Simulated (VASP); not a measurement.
Input:

```yaml
crystal:
  lattice:
    - [4.87694, 0.00000, 0.00000]
    - [0.00000, 4.87694, 0.00000]
    - [0.00000, 0.00000, 4.87694]
  atoms:
    - { symbol: Eu, position: [0.00000, 0.50000, 0.50000] }
    - { symbol: Eu, position: [0.50000, 0.00000, 0.50000] }
    - { symbol: Eu, position: [0.50000, 0.50000, 0.00000] }
    - { symbol: In, position: [0.00000, 0.00000, 0.00000] }
    - { symbol: O, position: [0.50000, 0.50000, 0.50000] }
```

Method: PBEsol GGA, VASP's PBE PAW potentials (set 64) (plane waves; VASP). Run with 520 eV cut-off, Gaussian smearing of 0.050 eV, potentials Eu_2 In_d O.

The 4f electrons are frozen in the core of the lanthanide potential, so 4f levels, which can set the real gap, and their magnetism are missing.

Give the energies of bands 16 to 24 at the high-symmetry points, in eV from the Fermi level.

| band | Γ | X | M | R |
|---|---|---|---|---|
| 16 | -6.02 | -4.93 | -4.91 | -5.16 |
| 17 | -2.96 | -4.55 | -4.91 | -5.16 |
| 18 | -2.96 | -3.15 | -4.47 | -5.16 |
| 19 | -2.96 | -3.15 | -3.35 | -5.04 |
| 20 | 0.02 | -2.42 | -1.17 | 0.44 |
| 21 | 0.02 | 0.02 | -1.17 | 0.44 |
| 22 | 0.52 | 0.02 | -0.52 | 0.44 |
| 23 | 0.52 | 0.99 | 2.52 | 1.38 |
| 24 | 0.52 | 1.72 | 2.53 | 1.38 |

It has no gap at this level: it comes out as a metal or semimetal.

The structure comes from a computed database's Eu3InO entry (Pm-3m); how it stands against other phases isn't given here. It was relaxed first, which changed the volume by -10 %. The electron count is odd and the run is not spin-polarised, which forces a metal.
